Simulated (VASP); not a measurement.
```yaml
crystal:
  lattice:
    - [5.69626, -1.99755, 0.08762]
    - [5.69626, 1.99755, 0.08762]
    - [-1.61447, 0.00000, 4.11157]
  atoms:
    - { symbol: In, position: [0.11427, 0.11427, 0.97136] }
    - { symbol: In, position: [0.88573, 0.88573, 0.02864] }
    - { symbol: Se, position: [0.34530, 0.34530, 0.36274] }
    - { symbol: Se, position: [0.65470, 0.65470, 0.63726] }
```

Level of theory: PBEsol GGA, VASP's PBE PAW potentials (set 64) (plane waves; VASP 6.6.1). Run with 480 eV cut-off, 6×6×6 Γ-centred mesh, Gaussian smearing of 0.050 eV, potentials In_d Se.

Without a dispersion term in the relaxation, distances and binding between the weakly bound layers, chains or molecules are unreliable, and so is what depends on them.

Task: Give the force on each atom (eV/Å).

Result: 
```
atom      Fx     Fy      Fz
----  ------  -----  ------
In1   -0.398  0.000   0.090
In2    0.398  0.000  -0.090
Se3    0.035  0.000   0.703
Se4   -0.035  0.000  -0.703
```

Task: Give the stress tensor in GPa (positive for a compressed cell).

Result: 
```
7.78  0.00  0.44
0.00  6.74  0.00
0.44  0.00  5.96
```
The pressure is its mean diagonal, 6.83 GPa.

The structure comes from a computed database's InSe entry (C2/m); how it stands against other phases isn't given here. This cell was strained or had an atom moved on purpose.
